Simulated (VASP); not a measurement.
Here is the system:

```
CoPrGe3
1.0
   -2.15265     2.15265     4.91724
    2.15265    -2.15265     4.91724
    2.15265     2.15265    -4.91724
Pr Co Ge
1 1 3
Direct
  0.43237   0.43237   0.00000
  0.76630   0.76630   0.00000
  0.17408   0.67408   0.50000
  0.67408   0.17408   0.50000
  0.99781   0.99781   0.00000
```

These are PBEsol GGA, VASP's PBE PAW potentials (set 64) (plane waves; VASP) values and carry that method's errors. Run with 300 eV cut-off, 5×5×5 Γ-centred mesh, Gaussian smearing of 0.10 eV, potentials Pr Co Ge_d.

At this cut-off the stress carries a Pulay error, which pulls relaxed volumes low. The run has a spin-polarised start.

Question: Which forces act on the atoms, in eV/Å?

Answer: 
```csv
atom,Fx,Fy,Fz
Pr1,0.000,0.000,0.252
Co2,0.000,0.000,-0.193
Ge3,0.000,0.000,0.030
Ge4,0.000,0.000,0.030
Ge5,0.000,0.000,-0.119
```

Question: Give the stress tensor in GPa (positive for a compressed cell).

Answer: 
```
-6.90   0.00   0.00
 0.00  -6.90   0.00
 0.00   0.00  -6.49
```
The pressure is its mean diagonal, -6.77 GPa.

The structure comes from a computed database's PrCoGe3 entry (I4mm); how it stands against other phases isn't given here. The cell was not relaxed at this level. The k-mesh is coarse (spacing up to 0.41 per Å, 2π included), so the numbers may not be converged in it.
